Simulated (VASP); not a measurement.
These are PBE GGA with D3 dispersion (Becke-Johnson damping), VASP's PBE PAW potentials (set 64) (plane waves; VASP) values and carry that method's errors.

VASP ran on this input.

**INCAR**
```
ALGO = Normal
EDIFF = 1E-6
EDIFFG = -0.01
ENCUT = 300
GGA = PE
IBRION = 2
ISIF = 3
ISMEAR = 0
IVDW = 12
LASPH = .TRUE.
LCHARG = .FALSE.
LMAXMIX = 6
LREAL = .FALSE.
LWAVE = .FALSE.
NELM = 100
NSW = 50
PREC = Accurate
SIGMA = 0.136
SYSTEM = Al2Au
```

### KPOINTS
```
Automatic mesh
0
Gamma
10 10 10
0 0 0
```

### POSCAR
```
Al2Au
1.0
  0.0000000000   3.0149450000   3.0149450000
  3.0149450000   0.0000000000   3.0149450000
  3.0149450000   3.0149450000   0.0000000000
Al Au
2 1
Cart
  1.5074725000   1.5074725000   1.5074725000
  4.5224175000   4.5224175000   4.5224175000
  0.0000000000   0.0000000000   0.0000000000
```

POTCAR, in this order: Al Au (PBE.64 set). Program: vasp_std.

At this cut-off the stress carries a Pulay error, which pulls relaxed volumes low. Energy and stress use the plane-wave basis of the starting cell. Unless said otherwise, spin-orbit coupling is left out, though it shifts the bands of the heavy elements here.

### Question
Predict the energy per atom (σ→0), dispersion energy, volume per atom, band gap (on the k-mesh).

### Answer

```json
{
 "energy per atom (σ→0)": "-4.408 eV/atom",
 "dispersion_energy": "-1.216 eV",
 "band gap (on the k-mesh)": "none (metal, semimetal or under 0.01 eV)",
 "volume_per_atom": "17.87 Å³/atom"
}
```

### OSZICAR
```
...
DAV:   1    -0.120681358567E+02   -0.87017E-01   -0.82438E-01  1256   0.103E+01    0.163E+00
DAV:   2    -0.120124060662E+02    0.55730E-01   -0.22509E-01  1244   0.578E+00    0.531E-01
DAV:   3    -0.120115444283E+02    0.86164E-03   -0.43709E-03  1188   0.597E-01    0.304E-01
DAV:   4    -0.120110419974E+02    0.50243E-03   -0.14178E-03  1176   0.217E-01    0.400E-02
DAV:   5    -0.120110226768E+02    0.19321E-04   -0.15771E-04  1280   0.146E-01    0.341E-02
DAV:   6    -0.120110221198E+02    0.55696E-06   -0.11865E-05  1252   0.407E-02    0.398E-03
DAV:   7    -0.120110220916E+02    0.28234E-07   -0.30416E-07   608   0.643E-03
   3 F= -.13227135E+02 E0= -.13223664E+02  d E =-.924145E-02
```

The structure comes from a computed database's Al2Au entry; how it stands against other phases isn't given here. This run relaxes it. Symmetry was kept, so distortions that lower it aren't found. The run is one of a series of settings (EDIFFG = -0.01, IBRION = 2, ISIF = 3, IVDW = 12, NSW = 50 against the base run), some of them coarse on purpose. The electron count is odd and the run is not spin-polarised, which forces a metal.
